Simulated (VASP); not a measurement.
**Bulk modulus of wurtzite semiconductors: measurement against LDA**

Computed values from VASP (plane waves, PAW); cells keep the symmetry of their structure type. Static lattice, from a third-order Birch-Murnaghan fit over five volumes at each level.

Here x stands for LDA B0 and y for measured B0.

| solid | LDA B0 (GPa) | measured B0 (GPa) | cut-off (eV) | basis of the measured value |
|---|---|---|---|---|
| CdSe | 57.5 | ? | 520 | unstated, as measured |
| CdS | 67.5 | 60.7 | 520 | mostly room temperature (not given in the table), as measured |
| ZnS | 85.6 | 80.0 | 520 | room temperature, as measured |
| ZnO | 161.0 | 143.0 | 520 | mostly room temperature (not given in the table), as measured |
| AlN | 210.7 | 208.0 | 520 | room temperature presumed (not given), as measured |
| BN | 401.7 | 375.0 | 520 | room temperature, as measured |

Task: Using a straight line, estimate the missing y at x = 57.5 from the other rows, showing the fit.

Result: With u = x - 185, the rows have u = -117.50, -99.40, -24.00, 25.70, 216.70. Means: u 0.30000, y 173.34. About the means, the sum of products is 67832 and the sum of squares of u is 71882; the slope is their ratio. Least squares gives y = 173.06 + 0.94366·u. Residuals (row less fit): -1.48, 0.74, -7.41, 10.69, -2.55; standard error 7.71 (degrees of freedom: 3). The slope is 0.944 with a standard error of 0.029. Before the fit, LDA less measured has mean 11.96, mean absolute 11.96 and median absolute 6.80 GPa over these 5 rows. At the withheld row, u = -127.50, so y = 173.06 + 0.94366 × (-127.50) = 52.74 GPa. The measured value is 53.4 GPa, 0.66 GPa above the prediction (0.2 % of the range of y in the table). The row lies outside the fitted rows, so this is an extrapolation. From the scatter of the fitted rows alone, a prediction at this place has a standard error of 9.21 GPa, so the miss is 0.1 times that.

Plain LDA misses this row by 4.1 GPa. These measured values aren't marked as zero-point corrected, so thermal and zero-point effects can be part of a miss beside the level's own error; see the basis column. ZnS is here the high-temperature form. BN is here a metastable high-pressure form. The rows are a random draw of 6 from the 6 solids that have both values on this basis (room or unstated temperature), of 9 computed in this series. Not drawn: V to Ni and open 4f shells, rows kept for tests, unfit runs, cells that left their space group, values derived or compiled from fits, values whose temperature is given only as extrapolated, encyclopaedia, home-page and unnamed sources, sources from 2025 on, soft halide and hydride lattices. Measured values as quoted by these papers, many of them computational: CdSe Michael Grünwald et al., The Journal of Chemical Physics (2012), arXiv:1201.2992; CdS Cormac Toher et al., Physical Review Materials (2017), arXiv:1611.05714; ZnS Isothermal phase behavior of Ag3SbS3, ZnGeP2, and ZnS (abstract); ZnO Cormac Toher et al., Physical Review Materials (2017), arXiv:1611.05714; AlN J. Phys. Chem. B 108, 11506, doi 10.1021/jp048396e, abstract (bulk AlN value quoted); BN Equation of state of wurtzitic boron nitride to 66 GPa, Appl. Phys. Lett., doi 10.1063/1.121186.
